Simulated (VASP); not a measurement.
# BaHRh (P4/mmm) in VASP: phonons with r2SCAN

Aim: the phonons of BaHRh with r2SCAN.

All numbers are computed with VASP 6.6.1; they aren't measurements. Logs are shortened: lines on timing, memory, paths and dates and some standing lists are left out, and cuts for length are marked.

## 1. Starting point

The structure is tetragonal, space group P4/mmm (No. 123). The conventional cell has a = 3.766 Å, b = 3.766 Å, c = 3.844 Å, α = 90.00°, β = 90.00°, γ = 90.00°. Around Ba (site symmetry 4/mmm) lie 4 H at 2.66 Å. Around H (site symmetry 4/mmm) lie 2 Rh at 1.92 Å. Rh (site symmetry 4/mmm) has 2 H at 1.92 Å as nearest neighbours.

The cell was built by a generator and needn't be a form met in nature.

## 2. Phonons, r2SCAN

POSCAR

```
BaHRh
1.0
    3.7663947300      0.0000000000      0.0000000000
    0.0000000000      3.7663947300      0.0000000000
    0.0000000000      0.0000000000      3.8438360900
Ba H Rh
1 1 1
Direct
    0.0000000000      0.0000000000      0.0000000000
    0.5000000000      0.5000000000      0.0000000000
    0.5000000000      0.5000000000      0.5000000000
```

INCAR.step1

```
SYSTEM = BaHRh
PREC = Accurate
ENCUT = 600
EDIFF = 1E-8
ISMEAR = 0
SIGMA = 0.05
LREAL = .FALSE.
LASPH = .TRUE.
NELM = 100
ALGO = Normal
ISIF = 3
LWAVE = .FALSE.
LCHARG = .FALSE.
METAGGA = R2SCAN
LMIXTAU = .TRUE.
IBRION = 2
NSW = 40
EDIFFG = -0.002
```

INCAR.step2

```
SYSTEM = BaHRh
PREC = Accurate
ENCUT = 600
EDIFF = 1E-8
ISMEAR = 0
SIGMA = 0.05
LREAL = .FALSE.
LASPH = .TRUE.
NELM = 100
ALGO = Normal
ISIF = 2
LWAVE = .FALSE.
LCHARG = .FALSE.
METAGGA = R2SCAN
LMIXTAU = .TRUE.
IBRION = 6
NFREE = 2
POTIM = 0.015
NSW = 1
```

KPOINTS

```
regular mesh
0
G
  5 5 5
  0 0 0
```

Potentials or basis: VASP PAW PBE potentials, release 64 (Ba_sv, H, Rh_pv).

The run is started by

```bash
$ cat potpaw_PBE.64/Ba_sv/POTCAR potpaw_PBE.64/H/POTCAR potpaw_PBE.64/Rh_pv/POTCAR > POTCAR
$ cp INCAR.step1 INCAR
$ mpirun -np 1 vasp_std > vasp.out
$ cp CONTCAR POSCAR
$ cp INCAR.step2 INCAR
$ mpirun -np 1 vasp_std > vasp.out
```

OUTCAR:

```text
SYSTEM = BaHRh
   PREC = Accurate
   ENCUT = 600
   EDIFF = 1E-8
   ISMEAR = 0
   LREAL = .FALSE.
   LASPH = .TRUE.
   NELM = 100
   ISIF = 2
   METAGGA = R2SCAN
   IBRION = 6
   NFREE = 2
   POTIM = 0.015
   NSW = 1

 ion  position               nearest neighbor table
   1  0.000  0.000  0.000-   3 3.37   3 3.37   3 3.37   3 3.37   3 3.37   3 3.37   3 3.37   3 3.37

   2  0.500  0.500  0.000-   3 1.76   3 1.76
   3  0.500  0.500  0.500-   2 1.76   2 1.76   1 3.37   1 3.37   1 3.37   1 3.37   1 3.37   1 3.37
                             1 3.37   1 3.37

  LATTYP: Found a simple tetragonal cell.
 ALAT       =     4.0691441841
 C/A-ratio  =     0.8630414232

  Lattice vectors:

 A1 = (   4.0691441841,   0.0000000000,   0.0000000000)
 A2 = (   0.0000000000,   4.0691441841,   0.0000000000)
 A3 = (   0.0000000000,   0.0000000000,   3.5118399880)

Analysis of symmetry for initial positions (statically):
=====================================================================
 Subroutine PRICEL returns:
 Original cell was already a primitive cell.

 Routine SETGRP: Setting up the symmetry group for a
 simple tetragonal supercell.

 Subroutine GETGRP returns: Found 16 space group operations
 (whereof 16 operations were pure point group operations)
 out of a pool of 16 trial point group operations.

The static configuration has the point symmetry D_4h.

Analysis of symmetry for dynamics (positions and initial velocities):
=====================================================================
 Subroutine PRICEL returns:
 Original cell was already a primitive cell.

 Routine SETGRP: Setting up the symmetry group for a
 simple tetragonal supercell.

 Subroutine GETGRP returns: Found 16 space group operations
 (whereof 16 operations were pure point group operations)
 out of a pool of 16 trial point group operations.

The dynamic configuration has the point symmetry D_4h.

 Subroutine INISYM returns: Found 16 space group operations
 (whereof 16 operations are pure point group operations),
 and found     1 'primitive' translations

----------------------------------------------------------------------------------------

                                     Primitive cell

  volume of cell :      58.1488

  direct lattice vectors                    reciprocal lattice vectors
     4.069144184  0.000000000  0.000000000     0.245751921  0.000000000  0.000000000
     0.000000000  4.069144184  0.000000000     0.000000000  0.245751921  0.000000000
     0.000000000  0.000000000  3.511839988     0.000000000  0.000000000  0.284751015

  length of vectors
     4.069144184  4.069144184  3.511839988     0.245751921  0.245751921  0.284751015

  position of ions in fractional coordinates (direct lattice)
     0.000000000  0.000000000  0.000000000
     0.500000000  0.500000000  0.000000000
     0.500000000  0.500000000  0.500000000

  ion indices of the primitive-cell ions
   primitive index   ion index
                 1           1
                 2           2
                 3           3

----------------------------------------------------------------------------------------

 KPOINTS: regular mesh

Automatic generation of k-mesh.
 Grid dimensions read from file:
 generate k-points for:    5    5    5

 Generating k-lattice:

  Cartesian coordinates                     Fractional coordinates (reciprocal lattice)
     0.049150384  0.000000000  0.000000000     0.200000000  0.000000000  0.000000000
     0.000000000  0.049150384  0.000000000     0.000000000  0.200000000  0.000000000
[... 49 lines left out ...]
   ENCUT  =  600.0 eV  44.10 Ry    6.64 a.u.   8.13  8.13  7.01*2*pi/ulx,y,z
   NELM   =    100;   NELMIN=  2; NELMDL=  0     # of ELM steps
   EDIFF  = 0.1E-07   stopping-criterion for ELM
   LREAL  =      F    real-space projection
   EDIFFG = 0.1E-06   stopping-criterion for IOM
   NSW    =     73    number of steps for IOM
   IBRION =      6    ionic relax: 0-MD 1-quasi-New 2-CG
   NFREE  =      2    steps in history (QN), initial steepest desc. (CG)
   ISIF   =      2    stress and relaxation
   ISYM   =      2    0-nonsym 1-usesym 2-fastsym
   POTIM  = 0.0150    time-step for ionic-motion
   TEBEG  =    0.0;   TEEND  =   0.0 temperature during run
   PSTRESS=    0.0 pullay stress
   NELECT =      26.0000    total number of electrons
   NUPDOWN=      -1.0000    fix difference up-down
   EMIN   =  10.00;   EMAX   =-10.00  energy-range for DOS
   EFERMI =   0.00;   METHOD = LEGACY
   ISMEAR =     0;   SIGMA  =   0.05  broadening in eV -4-tet -1-fermi 0-gaus
   EFERMI_NEDOS =   21; number of points for ismear=-14 and -15
   IALGO  =     38    algorithm
   IMIX   =      4    mixing-type and parameters
     AMIX     =   0.40;   BMIX     =  1.00
     AMIX_MAG =   1.60;   BMIX_MAG =  1.00
  volume/ion in A,a.u.               =      19.38       130.80
  Fermi-wavevector in a.u.,A,eV,Ry     =   1.251850  2.365654 21.322079  1.567129
  Thomas-Fermi vector in A             =   2.385778
   LORBIT       =      0    0 simple, 1 ext, 2 COOP (PROOUT), +10 PAW based schemes
   METAGGA = R2SCAN    functional components
   LHFCALC =     F    Hartree Fock is set to
   AEXX    =    0.0000 exact exchange contribution
   IVDW    =     0    specifies the selected vdW correction
   LEPSILON=     F    determine dielectric tensor
   LRPA    =     F    only Hartree local field effects (RPA)
 finite differences with symmetry
 non-spin polarized calculation
 Gauss-broadening in eV      SIGMA  =   0.05
  energy-cutoff  :      600.00
  volume of cell :       58.15
 maximum number of plane-waves:      1958
 NGX is ok and might be reduce to    36
   NGX = 17   NGY = 17   NGZ = 15

--------------------------------------- Ionic step        1  -------------------------------------------

 number of electron      25.9999998 magnetization

 Free energy of the ion-electron system (eV)
  ---------------------------------------------------
  ext. energy  EPLUGINS =         0.00000000
  ---------------------------------------------------
  free energy    TOTEN  =       -55.00330483 eV

  energy without entropy =      -55.00330483  energy(sigma->0) =      -55.00330483

------------------------ aborting loop because EDIFF is reached ----------------------------------------

  FORCE on cell =-STRESS in cart. coord.  units (eV):
  Direction    XX          YY          ZZ          XY          YZ          ZX
  --------------------------------------------------------------------------------------
  -------------------------------------------------------------------------------------
  Total        0.0020726      0.0020726     -0.0003811      0.0000000     -0.0000000      0.0000000
  in kB        0.0571052      0.0571052     -0.0105007      0.0000000     -0.0000000      0.0000000
  external PRESSURE =       0.0345699 kB  Pullay stress =       0.0000000 kB
[... 92 lines left out ...]
  FREE ENERGIE OF THE ION-ELECTRON SYSTEM (eV)
  ---------------------------------------------------
  free  energy   TOTEN  =       -55.0030182399 eV

  energy  without entropy=      -55.0030182399  energy(sigma->0) =      -55.00301824

[... ionic steps 4 to 10 ...]

--------------------------------------- Ionic step       11  -------------------------------------------

 number of electron      25.9999999 magnetization

------------------------ aborting loop because EDIFF is reached ----------------------------------------
[... 69 lines left out ...]
--------------------------------------- Ionic step       13  -------------------------------------------

 number of electron      25.9999999 magnetization

 Free energy of the ion-electron system (eV)
  ---------------------------------------------------
  ext. energy  EPLUGINS =         0.00000000
  ---------------------------------------------------
  free energy    TOTEN  =       -55.00236914 eV

  energy without entropy =      -55.00236914  energy(sigma->0) =      -55.00236914

 E-fermi :   4.3207     XC(G=0): -10.7629

 val. band max:        4.0044614014   @ k =   0.4000   0.2000   0.0000
 cond. band min:       4.9143300708   @ k =   0.4000   0.4000   0.4000
 fundamental gap:      0.9098686695
 Fermi energy:         4.3206899072

 k-point     1 :       0.0000    0.0000    0.0000
  band No.  band energies     occupation
      1     -42.2087      2.00000
      2     -41.8579      2.00000
      3     -41.8579      2.00000
      4     -24.2221      2.00000
      5      -8.7497      2.00000
      6      -8.7497      2.00000
[... 379 lines left out ...]
  FREE ENERGIE OF THE ION-ELECTRON SYSTEM (eV)
  ---------------------------------------------------
  free  energy   TOTEN  =       -55.0023691350 eV

  energy  without entropy=      -55.0023691350  energy(sigma->0) =      -55.00236914

 INTERNAL STRAIN TENSORS FROM DISPLACED ATOMS
 ============================================

 INTERNAL STRAIN TENSOR FOR ION    1 for displacements in x,y,z  (eV/Angst):
          X           Y           Z          XY          YZ          ZX
  --------------------------------------------------------------------------------
  x     0.00000     0.00000     0.00000     0.00000     0.00000     0.00000
  y     0.00000     0.00000     0.00000     0.00000     0.00000     0.00000
  z     0.00000     0.00000     0.00000     0.00000     0.00000     0.00000

 INTERNAL STRAIN TENSOR FOR ION    3 for displacements in x,y,z  (eV/Angst):
          X           Y           Z          XY          YZ          ZX
  --------------------------------------------------------------------------------
  x     0.00000     0.00000     0.00000     0.00000     0.00000     0.00000
  y     0.00000     0.00000     0.00000     0.00000     0.00000     0.00000
  z     0.00000     0.00000     0.00000     0.00000     0.00000     0.00000

 Eigenvectors and eigenvalues of the dynamical matrix
 ----------------------------------------------------

   1 f  =   41.996997 THz   263.874914 2PiTHz 1400.869030 cm-1   173.685545 meV
             X         Y         Z           dx          dy          dz
      0.000000  0.000000  0.000000     0.000000   -0.000000    0.001478
      2.034572  2.034572  0.000000     0.000000   -0.000000    0.995014
      2.034572  2.034572  1.755920    -0.000000    0.000000   -0.099728
[... 43 lines left out ...]
   9 f/i=    0.042202 THz     0.265163 2PiTHz    1.407707 cm-1     0.174533 meV
             X         Y         Z           dx          dy          dz
      0.000000  0.000000  0.000000     0.000000    0.000000   -0.768713
      2.034572  2.034572  0.000000     0.000000    0.000000   -0.062655
      2.034572  2.034572  1.755920     0.000000    0.000000   -0.636518

 ELASTIC MODULI CONTR FROM IONIC RELAXATION (kBar)
 Direction    XX          YY          ZZ          XY          YZ          ZX
 --------------------------------------------------------------------------------
 XX           0.0000      0.0000      0.0000      0.0000      0.0000      0.0000
 YY           0.0000      0.0000      0.0000      0.0000      0.0000      0.0000
 ZZ           0.0000      0.0000      0.0000      0.0000      0.0000      0.0000
 XY           0.0000      0.0000      0.0000      0.0000      0.0000      0.0000
 YZ           0.0000      0.0000      0.0000      0.0000      0.0000      0.0000
 ZX           0.0000      0.0000      0.0000      0.0000      0.0000      0.0000
 --------------------------------------------------------------------------------
```

Wall time 13 min (1 thread of Intel Xeon 6975P-C (Granite Rapids), shared host); peak memory 0.27 GiB.

Results:

- Relaxed volume: 19.38 Å³/atom
- Relaxed cell: a = 4.069 Å, b = 4.069 Å, c = 3.512 Å, α = 90.00°, β = 90.00°, γ = 90.00°
- Space group after relaxing (to 0.05 Å): P4/mmm (No. 123)
- Highest phonon frequency at Γ, LO-TO splitting left out: 1401 cm⁻¹

The path:
```tsv
step	energy change (eV)	largest force (eV/Å)	pressure (GPa)	volume (Å³)
1	0.0000	0.0000	2.73	54.53
2	-0.2989	0.0000	0.46	56.86
3	-0.3880	0.0000	-0.47	58.35
4	-0.3923	0.0000	-0.61	58.73
5	-0.3921	0.0000	-0.58	58.66
6	-0.3932	0.0000	0.25	57.93
7	-0.3934	0.0000	0.02	58.12
8	-0.3934	0.0000	0.01	58.13
9	-0.3934	0.0000	-0.01	58.15
10	-0.3934	0.0000	-0.01	58.16
11	-0.3934	0.0000	0.00	58.15
```

Final structure:
```
Ba H Rh
1.0
     4.06914    0.00000    0.00000
     0.00000    4.06914    0.00000
     0.00000    0.00000    3.51184
Ba H Rh
1 1 1
Direct
  0.00000 0.00000 0.00000
  0.50000 0.50000 0.00000
  0.50000 0.50000 0.50000
```

Phonon frequencies in cm⁻¹ (negative: imaginary):
```csv
q point,frequencies
"(0.000, 0.000, 0.000)",-1 0 0 64 95 95 451 451 1401
```

Caveat: the PAW data sets were made with another functional, which shifts forces and pressure a little. Spin-orbit coupling is left out, which matters for the levels of Ba.
